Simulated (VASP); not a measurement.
OSZICAR of a VASP run on C (graphite):

### OSZICAR
```
       N       E                     dE             d eps       ncg     rms          rms(c)
DAV:   1     0.570882957358E+02    0.57088E+02   -0.92957E+03  1008   0.143E+03
DAV:   2    -0.351189291958E+02   -0.92207E+02   -0.84625E+02  1404   0.243E+02
DAV:   3    -0.392021435283E+02   -0.40832E+01   -0.40509E+01  1288   0.528E+01
DAV:   4    -0.392489214466E+02   -0.46778E-01   -0.46732E-01  1272   0.662E+00
DAV:   5    -0.392498429003E+02   -0.92145E-03   -0.92123E-03  1260   0.909E-01    0.903E+00
DAV:   6    -0.374055994767E+02    0.18442E+01   -0.18207E+00  1168   0.946E+00    0.528E+00
DAV:   7    -0.368237771502E+02    0.58182E+00   -0.19764E+00  1184   0.998E+00    0.142E+00
DAV:   8    -0.368306214617E+02   -0.68443E-02   -0.57883E-02  1132   0.165E+00    0.987E-02
DAV:   9    -0.368305873852E+02    0.34077E-04   -0.10631E-03  1272   0.275E-01    0.554E-02
DAV:  10    -0.368307588268E+02   -0.17144E-03   -0.19480E-04  1232   0.125E-01    0.240E-02
DAV:  11    -0.368307593602E+02   -0.53340E-06   -0.31475E-06  1268   0.157E-02
   1 F= -.35768618E+02 E0= -.35768618E+02  d E =-.357686E+02
```

**Question.** Which electronic solver shows in the log?

**Answer.** It is blocked Davidson (ALGO = Normal, or the opening steps of other solvers). The INCAR had ALGO = Normal.

**Question.** Can the final energy be trusted as converged?

**Answer.** Self-consistency was reached. It stopped with EDIFF = 1E-6, NELM = 100, NSW = 40 and EDIFFG = -0.02 after 1 ionic step (PBE GGA, plane waves, VASP's PBE PAW potentials (set 64)). Without a dispersion term in the relaxation, distances and binding between the weakly bound layers, chains or molecules are unreliable, and so is what depends on them.

The compound is C in the graphite structure. It was relaxed first under an external pressure of 5 GPa.
